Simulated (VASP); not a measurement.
Sb2PbO, 4 atoms in the cell. Symmetry: P6/mmm, No. 191, hexagonal system. The conventional cell has a = 5.051 Å, b = 5.051 Å, c = 4.802 Å, α = 90.00°, β = 90.00°, γ = 120.00°. Sb (site symmetry -6m2) is surrounded by 3 Sb at 2.92 Å and 3 O at 2.92 Å. Around Pb (site symmetry 6/mmm) lie 2 O at 2.40 Å. O (site symmetry 6/mmm) has 2 Pb at 2.40 Å as nearest neighbours. The cell was built by a generator and needn't be a form met in nature. The cell isn't the ideal one: random cell by space group and Wyckoff sites (P6/mmm, No. 191).

- Program: VASP 6.6.1
- Task: single point
- Functional: PBE
- Potentials or basis: VASP PAW PBE potentials, release 64 (Sb, Pb_d, O)
- Cutoff: 520 eV
- k mesh: 12 × 12 × 10
- Occupations: gaussian, width 0.1 eV
- Spin: no spin polarisation
- Dipole correction: no
- Further INCAR settings: ALGO = Fast; EDIFF = 1e-06; NBANDS = 23

Potentials or basis: VASP PAW PBE potentials, release 64 (Sb, Pb_d, O).

Command:

```bash
$ cat potpaw_PBE.64/Sb/POTCAR potpaw_PBE.64/Pb_d/POTCAR potpaw_PBE.64/O/POTCAR > POTCAR
$ mpirun -np 1 vasp_std > vasp.out
```

Hardware: 1 thread of Intel(R) Xeon(R) Platinum 8259CL CPU @ 2.50GHz (Skylake/Cascade Lake), with other jobs on the host.

Q: Estimate the wall time of this run.

A: Wall time 4.5 min on 1 thread of Intel(R) Xeon(R) Platinum 8259CL CPU @ 2.50GHz (Skylake/Cascade Lake), on a shared host, peak memory 0.44 GiB. Counts: scf iterations 17, k points 114.
